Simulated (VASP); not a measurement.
# HfGe (P4/mmm) in VASP: further runs, part 2 of 2

VASP 6.6.1. The steps go on from the part before.

## 3. Single point, PBE0(alpha)

File POSCAR:

```
HfGe
1.0
    3.2196660000      0.0000000000      0.0000000000
    0.0000000000      3.2196660000      0.0000000000
    0.0000000000      0.0000000000      4.1084277000
Hf Ge
1 1
Direct
    0.5000000000      0.5000000000      0.0000000000
    0.0000000000      0.0000000000      0.0000000000
```

File INCAR.step1:

```
ALGO     = Normal         # electronic algorithm
EDIFF    = 1E-5           # SCF threshold, eV
ENCUT    = 520            # plane-wave cutoff, eV
GGA      = PE             # functional
ISIF     = 2              # what is computed and relaxed
ISMEAR   = -1             # smearing method
LASPH    = T              # aspherical terms in the spheres
LCHARG   = F              # write CHGCAR
LREAL    = F              # projectors in reciprocal space
LWAVE    = T              # write WAVECAR
NBANDS   = 19             # bands
NELM     = 60             # most SCF steps
PREC     = Accurate       # precision mode
SIGMA    = 0.05           # smearing width, eV
```

File INCAR.step2:

```
AEXX     = 0.05           # exact-exchange fraction
ALGO     = Normal         # electronic algorithm
EDIFF    = 1E-6           # SCF threshold, eV
ENCUT    = 520            # plane-wave cutoff, eV
GGA      = PE             # functional
HFRCUT   = -1           
ISIF     = 2              # what is computed and relaxed
ISMEAR   = -1             # smearing method
ISTART   = 1            
LASPH    = T              # aspherical terms in the spheres
LCHARG   = F              # write CHGCAR
LHFCALC  = T              # exact exchange
LREAL    = F              # projectors in reciprocal space
LWAVE    = F              # write WAVECAR
NBANDS   = 19             # bands
NELM     = 60             # most SCF steps
PREC     = Accurate       # precision mode
PRECFOCK = Fast         
SIGMA    = 0.05           # smearing width, eV
```

File KPOINTS:

```
k-points
0
Gamma
  4 4 4
```

Potentials or basis: VASP PAW PBE potentials, release 64 (Hf_pv, Ge_d).

Started as:

```
> cat potpaw_PBE.64/Hf_pv/POTCAR potpaw_PBE.64/Ge_d/POTCAR > POTCAR
> cp INCAR.step1 INCAR
> mpirun -np 1 vasp_std > vasp.out
> cp INCAR.step2 INCAR
> mpirun -np 1 vasp_std > vasp.out
```

OUTCAR:

```text
AEXX = 0.05
   EDIFF = 1E-6
   ENCUT = 520
   GGA = PE
   ISIF = 2
   ISMEAR = -1
   ISTART = 1
   LASPH = T
   LHFCALC = T
   LREAL = F
   NELM = 60
   PREC = Accurate
   PRECFOCK = Fast

 ion  position               nearest neighbor table
   1  0.500  0.500  0.000-   2 2.28   2 2.28   2 2.28   2 2.28
   2  0.000  0.000  0.000-   1 2.28   1 2.28   1 2.28   1 2.28

  LATTYP: Found a simple tetragonal cell.
 ALAT       =     3.2196660000
 C/A-ratio  =     1.2760415832

  Lattice vectors:

 A1 = (   3.2196660000,   0.0000000000,   0.0000000000)
 A2 = (   0.0000000000,   3.2196660000,   0.0000000000)
 A3 = (   0.0000000000,   0.0000000000,   4.1084277000)

Analysis of symmetry for initial positions (statically):
=====================================================================
 Subroutine PRICEL returns:
 Original cell was already a primitive cell.

 Routine SETGRP: Setting up the symmetry group for a
 simple tetragonal supercell.

 Subroutine GETGRP returns: Found 16 space group operations
 (whereof 16 operations were pure point group operations)
 out of a pool of 16 trial point group operations.
[... 161 lines left out ...]
  free energy    TOTEN  =       -11.17368210 eV

  energy without entropy =      -11.17027306  energy(sigma->0) =      -11.17197758

 E-fermi :   4.4854     XC(G=0): -10.0299

 val. band max:        4.3663365647   @ k =   0.2500   0.2500   0.0000
 cond. band min:       4.5347305136   @ k =   0.0000   0.0000   0.0000
 fundamental gap:      0.1683939489
 Fermi energy:         4.4854099648

 k-point     1 :       0.0000    0.0000    0.0000
  band No.  band energies     occupation
      1     -26.1545      2.00000
      2     -25.6969      2.00000
      3     -25.6969      2.00000
      4     -19.8186      2.00000
      5     -19.7257      2.00000
      6     -19.6759      2.00000
[... 373 lines left out ...]
      6     -19.6470      2.00000
[... 11 lines left out ...]
     18      12.0154      0.00000
     19      15.4418      0.00000

------------------------ aborting loop because EDIFF is reached ----------------------------------------

  FORCE on cell =-STRESS in cart. coord.  units (eV):
  Direction    XX          YY          ZZ          XY          YZ          ZX
  --------------------------------------------------------------------------------------
  -------------------------------------------------------------------------------------
  Total       24.4327629     24.4327629     -0.5324118      0.0000000      0.0000000      0.0000000
  in kB      919.1489000    919.1489000    -20.0290774      0.0000000      0.0000000      0.0000000
  external PRESSURE =     606.0895742 kB  Pullay stress =       0.0000000 kB

 VOLUME and BASIS-vectors are now :
 -----------------------------------------------------------------------------
  energy-cutoff  :      520.00
  volume of cell :       42.59
      direct lattice vectors                 reciprocal lattice vectors
     3.219666000  0.000000000  0.000000000     0.310591223  0.000000000  0.000000000
     0.000000000  3.219666000  0.000000000     0.000000000  0.310591223  0.000000000
     0.000000000  0.000000000  4.108427700     0.000000000  0.000000000  0.243402117

 POSITION                                       TOTAL-FORCE (eV/Angst)
 -----------------------------------------------------------------------------------
      1.60983      1.60983      0.00000         0.000000      0.000000      0.000000
      0.00000      0.00000      0.00000         0.000000      0.000000      0.000000
 -----------------------------------------------------------------------------------
    total drift:                               -0.000002     -0.000001     -0.000000

  FREE ENERGIE OF THE ION-ELECTRON SYSTEM (eV)
  ---------------------------------------------------
  free  energy   TOTEN  =       -11.1736820976 eV

  energy  without entropy=      -11.1702730624  energy(sigma->0) =      -11.17197758
```

Wall time 20 min (1 thread of AMD EPYC, shared host); peak memory 0.13 GiB.

Results:

```
Free energy            : -11.1737 eV
Pressure               : 60.6 GPa
Band gap on the k mesh : none (metal or under the smearing width)
```

Stress tensor (GPa, compression positive):
```
91.91  0.00  0.00
 0.00 91.91  0.00
 0.00  0.00 -2.00
```

Caveat: the k mesh is coarse (spacing up to 0.49 Å⁻¹), so the values aren't converged, least of all with exact exchange; a pressure of tens of GPa on the cell as given is suspect, and the run, the potentials or the cell itself is likely at fault; the PAW data sets were made with another functional, which shifts forces and pressure a little.

## 4. Single point, PBE0(alpha)

POSCAR is that of step 3.

INCAR.step1 is that of step 3.

Edit INCAR.step2 of step 3 so:

```diff
@@ -1,2 +1,2 @@
-AEXX     = 0.05           # exact-exchange fraction
+AEXX     = 0.1            # exact-exchange fraction
 ALGO     = Normal         # electronic algorithm
```

KPOINTS is that of step 3.

Started as:

```
> cat potpaw_PBE.64/Hf_pv/POTCAR potpaw_PBE.64/Ge_d/POTCAR > POTCAR
> cp INCAR.step1 INCAR
> mpirun -np 1 vasp_std > vasp.out
> cp INCAR.step2 INCAR
> mpirun -np 1 vasp_std > vasp.out
```

Run time: 21 min. Hardware: 1 thread of AMD EPYC, shared host; peak memory 0.13 GiB.

Results (log left out):

```yaml
Free_energy: -11.9467 eV
Pressure: 60.3 GPa
Band_gap_on_the_k_mesh: none (metal or under the smearing width)
```

Stress tensor (GPa, compression positive):
```
91.26  0.00  0.00
 0.00 91.26  0.00
 0.00  0.00 -1.71
```

Levels at points of the mesh, in eV from the Fermi level:
| k point | band 10 | band 11 | band 12 | band 13 | band 14 | band 15 |
| --- | --- | --- | --- | --- | --- | --- |
| (0.00, 0.00, 0.00) | -1.74 | -1.52 | 0.01 | 3.93 | 4.04 | 4.04 |
| (0.50, 0.00, 0.00) | -6.00 | -2.23 | -2.15 | 0.33 | 4.53 | 5.91 |
| (0.50, 0.50, 0.00) | -0.73 | -0.73 | 1.15 | 1.15 | 1.46 | 3.09 |
| (0.00, 0.00, 0.50) | -3.72 | -1.63 | 3.27 | 3.43 | 3.43 | 3.95 |
| (0.50, 0.00, 0.50) | -5.63 | -3.87 | -2.15 | 2.06 | 3.96 | 4.08 |
| (0.50, 0.50, 0.50) | -0.44 | -0.44 | 0.26 | 0.26 | 0.91 | 4.59 |

Caveat: the k mesh is coarse (spacing up to 0.49 Å⁻¹), so the values aren't converged, least of all with exact exchange; a pressure of tens of GPa on the cell as given is suspect, and the run, the potentials or the cell itself is likely at fault; the PAW data sets were made with another functional, which shifts forces and pressure a little. The run has no spin-orbit coupling, so splittings on Hf are missing.

## 5. Single point, PBE0(alpha)

POSCAR is that of step 4.

INCAR.step1 is that of step 4.

Edit INCAR.step2 of step 4 so:

```diff
@@ -1,2 +1,2 @@
-AEXX     = 0.1            # exact-exchange fraction
+AEXX     = 0.15           # exact-exchange fraction
 ALGO     = Normal         # electronic algorithm
```

KPOINTS is that of step 4.

Started as:

```
> cat potpaw_PBE.64/Hf_pv/POTCAR potpaw_PBE.64/Ge_d/POTCAR > POTCAR
> cp INCAR.step1 INCAR
> mpirun -np 1 vasp_std > vasp.out
> cp INCAR.step2 INCAR
> mpirun -np 1 vasp_std > vasp.out
```

Run time: 23 min. Hardware: 1 thread of AMD EPYC, shared host; peak memory 0.13 GiB.

It converged, with:

```yaml
Free_energy: -12.7269 eV
Pressure: 60.0 GPa
Band_gap_on_the_k_mesh: none (metal or under the smearing width)
```

Stress tensor (GPa, compression positive):
```
90.42  0.00  0.00
 0.00 90.42  0.00
 0.00  0.00 -0.88
```

Levels at points of the mesh, in eV from the Fermi level:
```tsv
k point	band 8	band 9	band 10	band 11	band 12	band 13	band 14	band 15	band 16	band 17
(0.00, 0.00, 0.00)	-25.53	-11.86	-1.91	-1.60	-0.22	4.01	4.24	4.24	4.68	4.68
(0.50, 0.00, 0.00)	-25.32	-7.52	-6.26	-2.43	-2.29	0.46	4.75	6.06	6.45	7.88
(0.50, 0.50, 0.00)	-25.51	-9.64	-0.92	-0.92	1.29	1.29	1.64	3.24	7.40	7.44
(0.00, 0.00, 0.50)	-25.53	-11.46	-3.92	-1.79	3.48	3.63	3.63	4.04	5.06	5.06
(0.50, 0.00, 0.50)	-25.32	-6.98	-5.88	-4.06	-2.35	2.17	4.18	4.30	6.58	8.00
(0.50, 0.50, 0.50)	-25.51	-9.41	-0.47	-0.47	0.23	0.23	1.02	4.83	6.46	7.46
```

Caveat: the k mesh is coarse (spacing up to 0.49 Å⁻¹), so the values aren't converged, least of all with exact exchange; a pressure of tens of GPa on the cell as given is suspect, and the run, the potentials or the cell itself is likely at fault; the PAW data sets were made with another functional, which shifts forces and pressure a little. Spin-orbit coupling is left out, which matters for the levels of Hf.

## 6. The runs side by side

```csv
share of exact exchange,gap on the mesh (eV),pressure (GPa)
0.3,none,60.7
0.05,none,60.6
0.1,none,60.3
0.15,none,60.0
```

Alike in all rows: task single point; level PBE0(alpha); potentials or basis VASP PAW PBE potentials, release 64 (Hf_pv, Ge_d); no spin polarisation; cell as given; k mesh 4 × 4 × 4; cutoff (eV) 520; smearing fermi-dirac 0.05 eV; the mesh is coarse, so values aren't converged.

Caveats: all runs use coarse meshes; a pressure of tens of GPa on the cell as given is suspect, and the run, the potentials or the cell itself is likely at fault; the PAW data sets were made with another functional, which shifts forces and pressure a little.

Absolute energies hang on the potentials; compare differences alone.
